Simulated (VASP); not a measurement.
A convergence study with VASP on Tc (hcp): one setting is varied, all else stays as given below, so the limit is that of these other settings. Each run relaxes cell and ions from the cell shown. The basis is that of the starting cell, so low cut-offs carry a Pulay error.

```
CELL_PARAMETERS angstrom
      1.37000    -2.37291     0.00000
      1.37000     2.37291     0.00000
      0.00000     0.00000     4.39000
ATOMIC_POSITIONS crystal
  Tc 0.33333 0.66667 0.25000
  Tc 0.66667 0.33333 0.75000
```

Calculation: PBE GGA, VASP's PBE PAW potentials (set 64) (plane waves; VASP). The tightest run used: 700 eV cut-off, 13×13×7 Γ-centred mesh, first-order Methfessel-Paxton smearing of 0.10 eV, potentials Tc_pv.

**Question.** The settings run are ENCUT = 250; ENCUT = 300; ENCUT = 350; ENCUT = 400; ENCUT = 450; ENCUT = 500; ENCUT = 550; ENCUT = 600; ENCUT = 650; ENCUT = 700. From which on does the relaxed volume stay within 0.02 Å³/atom of the tightest run?

**Answer.** From ENCUT = 500 on: it is off by 0.010 there and by no more than 0.02 in any finer run, while ENCUT = 450 is off by 0.035.
```json
[
 {"setting": "ENCUT = 250", "relaxed volume (Å³/atom)": "13.699", "E (eV/atom)": "-10.3410", "plane waves": "267", "difference judged (Å³/atom)": "0.722"},
 {"setting": "ENCUT = 300", "relaxed volume (Å³/atom)": "14.354", "E (eV/atom)": "-10.3518", "plane waves": "346", "difference judged (Å³/atom)": "0.067"},
 {"setting": "ENCUT = 350", "relaxed volume (Å³/atom)": "14.382", "E (eV/atom)": "-10.3497", "plane waves": "440", "difference judged (Å³/atom)": "0.039"},
 {"setting": "ENCUT = 400", "relaxed volume (Å³/atom)": "14.366", "E (eV/atom)": "-10.3469", "plane waves": "537", "difference judged (Å³/atom)": "0.055"},
 {"setting": "ENCUT = 450", "relaxed volume (Å³/atom)": "14.385", "E (eV/atom)": "-10.3465", "plane waves": "640", "difference judged (Å³/atom)": "0.035"},
 {"setting": "ENCUT = 500", "relaxed volume (Å³/atom)": "14.411", "E (eV/atom)": "-10.3471", "plane waves": "748", "difference judged (Å³/atom)": "0.010"},
 {"setting": "ENCUT = 550", "relaxed volume (Å³/atom)": "14.422", "E (eV/atom)": "-10.3477", "plane waves": "852", "difference judged (Å³/atom)": "0.002"},
 {"setting": "ENCUT = 600", "relaxed volume (Å³/atom)": "14.424", "E (eV/atom)": "-10.3479", "plane waves": "977", "difference judged (Å³/atom)": "0.003"},
 {"setting": "ENCUT = 650", "relaxed volume (Å³/atom)": "14.422", "E (eV/atom)": "-10.3477", "plane waves": "1092", "difference judged (Å³/atom)": "0.001"},
 {"setting": "ENCUT = 700", "relaxed volume (Å³/atom)": "14.421", "E (eV/atom)": "-10.3476", "plane waves": "1218", "difference judged (Å³/atom)": "0.000"}
]
```

Left out are rungs that failed or repeat a setting and relaxations that didn't move; long series are thinned to 24 rows.

The compound is Tc in the hcp structure.
